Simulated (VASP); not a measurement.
Consider the following.

```xyz
4
Lattice="3.4316 0.0000 0.0000 0.0000 3.4316 0.0000 0.0000 0.0000 3.4316" Properties=species:S:1:pos:R:3 pbc="T T T"
Si     0.0000     0.0000     0.0000
Ni     0.0000     1.7158     1.7158
Ni     1.7158     0.0000     1.7158
Ni     1.7158     1.7158     0.0000
```

The numbers are results of PBE GGA with D3 dispersion (zero damping), VASP's PBE PAW potentials (set 64) (plane waves; VASP), not measurements. Settings: 520 eV cut-off, 9×9×9 Γ-centred mesh, first-order Methfessel-Paxton smearing of 0.10 eV, potentials Si Ni.

Problem. Give the stress tensor in GPa (positive for a compressed cell).

Solution. 
```
7.19  0.00  0.00
0.00  7.19  0.00
0.00  0.00  7.19
```
The pressure is its mean diagonal, 7.19 GPa.

The compound is Ni3Si in the L1_2 structure. This cell is one point of a volume scan, at 0.97 of the reference volume. The run is not spin-polarised, so no magnetic state was tried.
